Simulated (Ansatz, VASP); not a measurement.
Two plane-wave programs on YPdCl5

```
Y Pd Cl
1.0
     4.37184    0.00000    0.00000
     0.00000    4.37184    0.00000
     0.00000    0.00000    9.13802
Y Pd Cl
1 1 5
Direct
  0.00000 0.00000 0.50000
  0.50000 0.50000 0.00000
  0.50000 0.00000 0.68063
  0.00000 0.50000 0.68063
  0.50000 0.00000 0.31937
  0.00000 0.50000 0.31937
  0.00000 0.00000 0.00000
```

Alike in both runs: functional PBE; k mesh 4 × 4 × 2; occupations gaussian, width 0.1 eV; collinear spin.

Ansatz relaxed the structure, and its values are those at the end. VASP's run is a single point on that final structure, the one shown.

```csv
,VASP,Ansatz
version,VASP 6.6.1,Ansatz 0.2.0
potentials or method,"VASP PAW PBE potentials, release 64 (Y_sv, Pd, Cl)","scalar-relativistic, plane waves, PAW"
plane-wave cutoff (eV),520,420
valence electrons in the cell,56,64
```

VASP gave:

| Item | Value |
| --- | --- |
| gap on the k mesh at the Fermi level (eV) | none |
| pressure (GPa) | -0.1 |
| net moment per atom (μB) | 0.23 |
| size of the moment on the site where the two differ most (μB) | 0.20 |

Estimate Ansatz's values.

gap on the k mesh at the Fermi level (eV): none; pressure (GPa): 0.0; net moment per atom (μB): 0.23; size of the moment on the site where the two differ most (μB): 0.24.

Site moments also hang on the region over which each program counts them. A gap of «none» marks a metal or a gap that the smearing closes. The functional is the same, so the differences come from potentials, cutoffs and numerics. The two sets of potentials don't hold the same shells in valence.

Caveats: this functional lacks dispersion, which binds the layers, so the pressure and a relaxed spacing across them are unreliable.
